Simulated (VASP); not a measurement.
These are PBE GGA, VASP's PBE PAW potentials (set 64) (plane waves; VASP) values and carry that method's errors.

VASP input:

KPOINTS:
```
Automatic mesh
0
Monkhorst-Pack
16 16 16
0 0 0
```

### INCAR
```
SYSTEM = Al
PREC = Accurate; ENCUT = 400; LREAL = .False.
LASPH = .True.
EDIFF = 1E-6; NELM = 100; ALGO = Normal
ISMEAR = 1; SIGMA = 0.1
GGA = PE
ISIF = 2
LWAVE = .False.; LCHARG = .False.
```

POSCAR:
```
Al
4.1310
  0.0000000000   0.5000000000   0.5000000000
  0.5000000000   0.0000000000   0.5000000000
  0.5000000000   0.5000000000   0.0000000000
Al
1
Cartesian
  0.0000000000   0.0000000000   0.0000000000
```

POTCAR, in this order: Al (PBE.64 set). Program: vasp_std.

**Question.** What will the output report for the number of irreducible k-points (NKPTS), number of bands (NBANDS), largest plane-wave count, number of space-group operations, FFT grid (NGX, NGY, NGZ)?

**Answer.** 
```json
{
  "number of irreducible k-points (NKPTS)": "408",
  "number of bands (NBANDS)": "5",
  "largest_plane_wave_count": "331",
  "number_of_space_group_operations": "48",
  "FFT grid (NGX, NGY, NGZ)": "20 × 20 × 20"
}
```

The compound is Al in the fcc structure. The cell was not relaxed at this level. The run is one of a series of settings (KPOINTS 16×16×16 Monkhorst-Pack mesh against the base run), some of them coarse on purpose.
